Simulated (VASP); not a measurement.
CsSi2:

```
Cs Si
1.0
     6.37157    0.00000    0.00000
    -3.18578    5.51794    0.00000
     0.00000    0.00000    4.47866
Cs Si
1 2
Cartesian
  0.0000 0.0000 0.0000
  3.1858 1.8393 1.1214
  3.1858 1.8393 3.3572
```

The cell was built by a generator and needn't be a form met in nature.

* Program: VASP 6.6.1
* Task: relaxation of cell and atoms
* Functional: BLYP
* Potentials or basis: VASP PAW PBE potentials, release 64 (Cs_sv, Si)
* Cutoff: 600 eV
* k mesh: 5 × 5 × 6
* Occupations: fermi-dirac, width 0.05 eV
* Spin: no spin polarisation

At the start: pressure 0.7 GPa; volume 52.49 Å³/atom.

Q: How do energy, volume and symmetry change on relaxing?

A: Over 18 steps the energy falls by 43.2 meV/atom and the volume is 58.34 Å³/atom (+11.1 %); space group P-6m2 (No. 187, to 0.05 Å).

Step by step:
```
step  energy change (eV)  largest force (eV/Å)  pressure (GPa)  volume (Å³)
   1              0.0000                0.2511            0.66       157.46
   2             -0.0321                0.0896            0.83       162.47
   3             -0.1145                0.2002           -0.03       178.12
   4             -0.1151                0.2586           -0.27       181.26
   5             -0.1155                0.2355           -0.18       179.97
   6             -0.1253                0.0748           -0.09       179.62
   7             -0.1263                0.0370           -0.03       179.49
   8             -0.1271                0.0406           -0.23       178.72
   9             -0.1279                0.0065           -0.15       179.05
  10             -0.1291                0.0665           -0.02       176.40
  11             -0.1291                0.0720           -0.01       176.20
  12             -0.1293                0.0206           -0.04       174.91
  13             -0.1294                0.0170           -0.03       175.45
  14             -0.1295                0.0199            0.03       174.74
  15             -0.1295                0.0195            0.02       174.95
  16             -0.1295                0.0120            0.00       174.98
  17             -0.1295                0.0025            0.00       174.97
  18             -0.1295                0.0011            0.01       175.01
```

Final structure:
```xyz
3
Lattice="6.4934 0.0000 0.0000 -3.2467 5.6235 0.0000 0.0000 0.0000 4.7928" Properties=species:S:1:pos:R:3 pbc="T T T"
Cs   -3.2467    5.6235    0.0000
Si    3.2467    1.8745    1.2910
Si    3.2467    1.8745    3.5018
```

Caveat: the PAW data sets were made with another functional, which shifts forces and pressure a little.
